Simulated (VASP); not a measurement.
```yaml
crystal:
  lattice:
    - [3.29719, 0.00000, 0.00000]
    - [-1.64860, 2.85545, 0.00000]
    - [0.00000, 0.00000, 3.03476]
  atoms:
    - { symbol: Hg, position: [0.00000, 0.00000, 0.00000] }
    - { symbol: O, position: [0.66667, 0.33333, 0.50000] }
```

All values below come from PBEsol GGA, VASP's PBE PAW potentials (set 64) (plane waves; VASP). Numerical set-up: 520 eV cut-off, Gaussian smearing of 0.050 eV, potentials Hg O.

Problem. Give the energies of bands 2 to 11 at the high-symmetry points, in eV from the Fermi level.

Solution. 
```json
[
 {"band": "2", "Γ": "-6.53", "M": "-7.09", "K": "-7.00", "A": "-7.54", "L": "-6.84", "H": "-7.03"},
 {"band": "3", "Γ": "-6.08", "M": "-6.15", "K": "-5.68", "A": "-5.72", "L": "-6.30", "H": "-6.38"},
 {"band": "4", "Γ": "-6.08", "M": "-5.74", "K": "-5.54", "A": "-5.72", "L": "-5.86", "H": "-5.24"},
 {"band": "5", "Γ": "-4.64", "M": "-4.77", "K": "-4.99", "A": "-5.50", "L": "-4.56", "H": "-4.76"},
 {"band": "6", "Γ": "-4.64", "M": "-4.76", "K": "-4.81", "A": "-5.50", "L": "-4.19", "H": "-4.27"},
 {"band": "7", "Γ": "-2.75", "M": "-3.66", "K": "-3.82", "A": "-3.48", "L": "-2.79", "H": "-3.09"},
 {"band": "8", "Γ": "-1.75", "M": "-1.99", "K": "-3.44", "A": "-0.60", "L": "-2.47", "H": "-1.77"},
 {"band": "9", "Γ": "-0.65", "M": "-0.23", "K": "-0.03", "A": "-0.60", "L": "0.04", "H": "0.05"},
 {"band": "10", "Γ": "-0.65", "M": "2.73", "K": "4.51", "A": "3.86", "L": "2.03", "H": "2.51"},
 {"band": "11", "Γ": "12.76", "M": "5.21", "K": "6.88", "A": "4.47", "L": "7.78", "H": "5.19"}
]
```

It has no gap at this level: it comes out as a metal or semimetal.

The structure was generated: HgO was put into the WC type (P-6m2), which need not be its known phase. It was relaxed first, which changed the volume by +21 %.
